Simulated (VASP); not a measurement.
**Fitting the PBE energy curve of AlH**

```cif
data_structure
_symmetry_space_group_name_H-M 'Fm-3m'
_symmetry_Int_Tables_number 225
_cell_length_a 4.2336
_cell_length_b 4.2336
_cell_length_c 4.2336
_cell_angle_alpha 90.000
_cell_angle_beta 90.000
_cell_angle_gamma 90.000
_cell_volume 75.88
loop_
_atom_site_label
_atom_site_type_symbol
_atom_site_symmetry_multiplicity
_atom_site_Wyckoff_symbol
_atom_site_fract_x
_atom_site_fract_y
_atom_site_fract_z
_atom_site_occupancy
Al1 Al 4 a 0.00000 0.00000 0.00000 1
H1 H 4 b 0.50000 0.00000 0.00000 1
```

The cell comes from a database or a generator and needn't be the stable form of this composition.

The cell was scaled at fixed shape and fractions and run with VASP, PBE PAW files Al, H, 520 eV; PBE, k mesh 11 × 11 × 11 on the cell of 2 atoms, fermi-dirac occupations of 0.05 eV, no spin polarisation, no spin-orbit coupling. Energies are those that the program minimises, any entropy of the smearing included. For a metal such a mesh isn't converged to the digits shown.

```tsv
V (Å³/atom)	energy over the lowest row (meV/atom)
8.9159	7.853
9.1056	3.034
9.2953	0.500
9.4850	0.000
9.6747	?
9.8644	4.039
10.0541	8.108
```

Q: Fit the third-order Birch-Murnaghan form, give V0, B0 and B′, and predict the energy left open.

A: With y = (V0/V)^(2/3), E = E0 + (9 V0 B0/16) [(y - 1)³ B′ + (y - 1)² (6 - 4y)]. Least squares through the rows shown give V0 = 9.4404 Å³/atom, E0 = -0.042 meV, B0 = 75.96 GPa (1 eV/Å³ = 160.218 GPa) and B′ = 6.05, with a largest miss of 0.012 meV. At V = 9.6747 the form with these constants gives 1.259 meV; the run gave 1.264 meV an atom.
